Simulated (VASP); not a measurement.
Data:

```
CELL_PARAMETERS angstrom
      0.00000     2.57927     2.57927
      2.57927     0.00000     2.57927
      2.57927     2.57927     0.00000
ATOMIC_POSITIONS crystal
  Mg 0.00000 0.00000 0.00000
  S  0.50000 0.50000 0.50000
```

Calculation: revTPSS meta-GGA, VASP's PBE PAW potentials (set 64) (plane waves; VASP). Settings: 520 eV cut-off, 9×9×9 Γ-centred mesh, Gaussian smearing of 0.050 eV, potentials Mg S.

Question: The job: MgS (rock salt), 2 atoms, revTPSS, static run, 520 eV, 9×9×9 Γ-centred mesh. Roughly how much core time does it take on a busy server core?

Answer: About 50 core-seconds (one run on a shared machine, a rough figure). It had 35 irreducible k-points, 8 bands, up to 944 plane waves and 18 electronic steps.

The compound is MgS in the rock salt structure. This cell is one point of a volume scan, at 0.97 of the reference volume.
